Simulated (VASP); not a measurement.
The cell holds one LiF (rock salt) (100) slab, with vacuum along c, ions free to move until forces fall under 0.03 eV/Å, no reconstruction beyond this cell, dipole correction on. Ionisation potential and electron affinity count from the cell's own band edges, surface states included.

Here is the system:

```
LiF
1.0
    2.83185     0.00000     0.00000
    0.00000     2.83185     0.00000
    0.00000     0.00000    26.92087
Li F
6 6
Direct
  0.00000   0.50000   0.31524
  0.50000   0.00000   0.38801
  0.00000   0.50000   0.46283
  0.50000   0.00000   0.53717
  0.00000   0.50000   0.61199
  0.50000   0.00000   0.68476
  0.00000   0.50000   0.38856
  0.50000   0.00000   0.31288
  0.00000   0.50000   0.53727
  0.50000   0.00000   0.46273
  0.00000   0.50000   0.68712
  0.50000   0.00000   0.61144
```

All values below come from PBEsol GGA, VASP's PBE PAW potentials (set 64) (plane waves; VASP). Numerical set-up: 450 eV cut-off, 7×7×1 Γ-centred mesh, Gaussian smearing of 0.050 eV, potentials Li_sv F.

```json
{
 "surface_energy": "0.35 J/m^2",
 "ionisation_potential": "7.69 eV",
 "electron_affinity": "0.70 eV"
}
```

The cell is a thin slab with vacuum, built from LiF (rock salt): (100) face.
